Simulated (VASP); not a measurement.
Input:

```
InSb
1.0
    0.00000     3.23017     3.23017
    3.23017     0.00000     3.23017
    3.23017     3.23017     0.00000
In Sb
1 1
Direct
  0.00000   0.00000   0.00000
  0.25000   0.25000   0.25000
```

Level of theory: TPSS meta-GGA, VASP's PBE PAW potentials (set 64) (plane waves; VASP). Numerical set-up: 520 eV cut-off, 10×10×10 Γ-centred mesh, first-order Methfessel-Paxton smearing of 0.10 eV, potentials In_d Sb.

Unless said otherwise, spin-orbit coupling is left out, though it shifts the bands of the heavy elements here.

**Question.** What does the run give for the energy per atom (σ→0), pressure, band gap (on the k-mesh) with the smallest direct gap where there is one?

**Answer.** 
- band gap (on the k-mesh) = none (metal, semimetal or under 0.01 eV)
- energy per atom (σ→0) = -11.496 eV/atom
- pressure = 2.81 GPa

Total energies compare only between runs with the same potentials, cut-off and functional.

The compound is InSb in the zinc blende structure. This cell is one point of a volume scan, at 0.94 of the reference volume.
